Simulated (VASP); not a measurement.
A convergence study with VASP on YB2 (space group P6/mmm): one setting is varied, all else stays as given below, so the limit is that of these other settings.

```
CELL_PARAMETERS angstrom
      3.30084     0.00000     0.00000
     -1.65042     2.85861     0.00000
      0.00000     0.00000     3.86250
ATOMIC_POSITIONS crystal
  Y  0.00000 0.00000 0.00000
  B  0.33333 0.66667 0.50000
  B  0.66667 0.33333 0.50000
```

Calculation: PBEsol GGA, VASP's PBE PAW potentials (set 64) (plane waves; VASP 6.6.1). The tightest run used: 700 eV cut-off, 20×20×15 Γ-centred mesh, tetrahedra with Blöchl corrections, potentials Y_sv B.

Q: The settings run are 3×3×2 mesh; 4×4×3 mesh; 5×5×4 mesh; 6×6×4 mesh; 7×7×5 mesh; 8×8×6 mesh; 9×9×7 mesh; 10×10×8 mesh; 11×11×8 mesh; 12×12×9 mesh; 13×13×10 mesh; 14×14×10 mesh; 15×15×11 mesh; 16×16×12 mesh; 17×17×13 mesh; 18×18×14 mesh; 19×19×14 mesh; 20×20×15 mesh. From which on does the energy per atom stay within 0.01 eV/atom of the tightest run?

A: From 7×7×5 mesh on: it is off by 0.0049 there and by no more than 0.01 in any finer run, while 6×6×4 mesh is off by 0.0141.
```csv
setting,E (eV/atom),pressure (GPa),irreducible k-points,difference judged (eV/atom)
3×3×2 mesh,-7.5240,-5.80,6,0.0695
4×4×3 mesh,-7.5794,-4.12,8,0.0141
5×5×4 mesh,-7.6034,-4.66,15,0.0099
6×6×4 mesh,-7.6076,-4.63,21,0.0141
7×7×5 mesh,-7.5984,-4.43,24,0.0049
8×8×6 mesh,-7.5962,-4.42,40,0.0027
9×9×7 mesh,-7.5951,-4.43,48,0.0016
10×10×8 mesh,-7.5943,-4.44,70,0.0008
11×11×8 mesh,-7.5941,-4.44,80,0.0006
12×12×9 mesh,-7.5936,-4.43,95,0.0001
13×13×10 mesh,-7.5935,-4.44,126,0.0000
14×14×10 mesh,-7.5935,-4.44,144,0.0000
15×15×11 mesh,-7.5934,-4.44,162,0.0001
16×16×12 mesh,-7.5935,-4.44,210,0.0000
17×17×13 mesh,-7.5935,-4.44,231,0.0000
18×18×14 mesh,-7.5935,-4.43,296,0.0000
19×19×14 mesh,-7.5935,-4.44,320,0.0000
20×20×15 mesh,-7.5935,-4.44,352,0.0000
```

Left out are rungs that failed or repeat a setting and relaxations that didn't move; long series are thinned to 24 rows.

The structure comes from a computed database's YB2 entry (P6/mmm); how it stands against other phases isn't given here. The cell was not relaxed at this level. The electron count is odd and the run is not spin-polarised, which forces a metal.
